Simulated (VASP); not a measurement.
Write the native input for VASP 6.6.1 that does the following.

```
Task                   : single point
Functional             : PBE
Dispersion             : D3(BJ)
Potentials or basis    : VASP PAW PBE potentials, release 64 (Ag)
Cutoff                 : 520 eV
k mesh                 : 1 × 1 × 1
Occupations            : gaussian, width 0.01 eV
Spin                   : collinear spin, ferromagnetic start
Starting moments       : [0.5] μB
Fixed moment           : 1 μB
Further INCAR settings : ALGO = Fast; EDIFF = 1e-07; NBANDS = 16; ISYM = 0
```

The structure of Ag lies in POSCAR:

```
Ag                                      
1.0
   10.5000000000      0.0000000000      0.0000000000
    0.0000000000     11.0000000000      0.0000000000
    0.0000000000      0.0000000000     11.5000000000
  Ag            
     1
Selective dynamics
Direct
     0.5000000000000000    0.5045454544999970    0.5000000000000000   F   F   F
```

These files were run (other wordings do the same):

INCAR

```
SYSTEM = Ag
PREC = Accurate
ENCUT = 520
EDIFF = 1E-7
ISMEAR = 0
SIGMA = 0.01
LREAL = .False.
LASPH = .True.
NELM = 60
ALGO = Fast
ISIF = 2
LWAVE = .False.
LCHARG = .False.
ISPIN = 2
MAGMOM = 0.5
LORBIT = 11
NUPDOWN = 1
LMAXMIX = 4
GGA = PE
IVDW = 12
NBANDS = 16
ISYM = 0
```

KPOINTS

```
Automatic mesh
0
Gamma
  1 1 1
  0 0 0
```

Potentials or basis: VASP PAW PBE potentials, release 64 (Ag).

Launch:

```console
$ cat potpaw_PBE.64/Ag/POTCAR > POTCAR
$ mpirun -np 4 vasp_gam > vasp.out
```

It gave:

```
Net moment                                            : 1.00 μB per cell
Site moments                                          : Ag +0.34 μB
Valence electrons inside the program's atomic spheres : Ag 9.71
Dispersion energy per atom                            : -0.001 eV
```

Caveat: the total moment is fixed, so each spin has its own Fermi level.

Wall time 50 s on 4 MPI ranks on Intel(R) Xeon(R) 6975P-C (Granite Rapids), with other jobs on the host, peak memory 0.51 GiB a rank.
